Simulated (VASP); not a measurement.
Input:

```
CELL_PARAMETERS angstrom
      1.60959    -2.78789     0.00000
      1.60959     2.78789     0.00000
      0.00000     0.00000     5.24150
ATOMIC_POSITIONS crystal
  Ga 0.66667 0.33333 0.50005
  Ga 0.33333 0.66667 0.00005
  N  0.66667 0.33333 0.87695
  N  0.33333 0.66667 0.37695
```

The numbers are results of PBE GGA, VASP's PBE PAW potentials (set 64) (plane waves; VASP), not measurements. Settings: 600 eV cut-off, 10×10×6 Γ-centred mesh, Gaussian smearing of 0.050 eV, potentials Ga_d N.

### Question
Estimate the energy per atom (σ→0).

### Answer

```
Quantity                        Value
---------------------  --------------
energy per atom (σ→0)  -6.083 eV/atom
```

Only differences to runs with the same potentials and settings are physical.

The compound is GaN in the wurtzite structure. It was relaxed first.
